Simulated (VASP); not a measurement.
Set up this calculation in VASP 6.6.1, as the native input.

| Item | Value |
| --- | --- |
| Task | relaxation of cell and atoms |
| Functional | PBE |
| Potentials or basis | VASP PAW PBE potentials, release 64 (In, Se) |
| Cutoff | 300 eV |
| k mesh | 5 × 5 × 1 |
| Occupations | gaussian, width 0.03 eV |
| Spin | no spin polarisation |
| Further INCAR settings | ALGO = Normal; EDIFF = 1e-07; IBRION = 2; EDIFFG = -0.005; NSW = 90; ISIF = 3 |

The structure of InSe lies in POSCAR:

```
InSe                                    
1.0
    4.0990620193     -0.0000000000     -0.0000000000
   -2.0495310097      3.5498918404      0.0000000000
   -0.0000000000      0.0000000000     18.5698572295
  In              Se            
     4     4
Direct
     0.3333333332999970    0.6666666667000030    0.1741459158085538
     0.6666666667000030    0.3333333332999970    0.6741459158085541
     0.3333333332999970    0.6666666667000030    0.3258540841914463
     0.6666666667000030    0.3333333332999970    0.8258540841914459
     0.3333333332999970    0.6666666667000030    0.6051544217541316
     0.6666666667000030    0.3333333332999970    0.1051544217541313
     0.3333333332999970    0.6666666667000030    0.8948455782458684
     0.6666666667000030    0.3333333332999970    0.3948455782458687
```

The input as run:

INCAR

```
ALGO     = Normal         # electronic algorithm
EDIFF    = 1E-7           # SCF threshold, eV
EDIFFG   = -0.005         # ionic threshold
ENCUT    = 300            # plane-wave cutoff, eV
GGA      = PE             # functional
IBRION   = 2              # ionic algorithm
ISIF     = 3              # what is computed and relaxed
ISMEAR   = 0              # smearing method
KPAR     = 2            
LASPH    = T              # aspherical terms in the spheres
LCHARG   = F              # write CHGCAR
LREAL    = F              # projectors in reciprocal space
LWAVE    = F              # write WAVECAR
NELM     = 80             # most SCF steps
NSW      = 90             # ionic steps
PREC     = Accurate       # precision mode
SIGMA    = 0.03           # smearing width, eV
```

KPOINTS

```
k-points
0
Gamma
  5 5 1
```

Potentials or basis: VASP PAW PBE potentials, release 64 (In, Se).

Run with:

```sh
$ cat potpaw_PBE.64/In/POTCAR potpaw_PBE.64/Se/POTCAR > POTCAR
$ mpirun -np 2 vasp_std > vasp.out
```

Results of the run:

```yaml
Relaxed_volume: 34.52 Å³/atom
Relaxed_cell: a = 4.099 Å, b = 4.099 Å, c = 18.983 Å, α = 90.00°, β = 90.00°, γ = 120.00°
Space_group_after_relaxing_to_0.05_Å: P6_3/mmc (No. 194)
Energy_gained_by_relaxing: 0.2 meV/atom
Ionic_steps: 19
Pressure_after_relaxing: 0.0 GPa
Band_gap_on_the_k_mesh: 0.85 eV, direct
```

Caveat: spin-orbit coupling is left out, which moves the levels of the heavy elements; this functional lacks dispersion, which binds the layers, so the pressure and a relaxed spacing across them are unreliable.

Wall time 2 min on 2 MPI ranks on AMD EPYC 9R45 96-Core Processor (Zen 5), on a shared host, peak memory 0.21 GiB a rank.
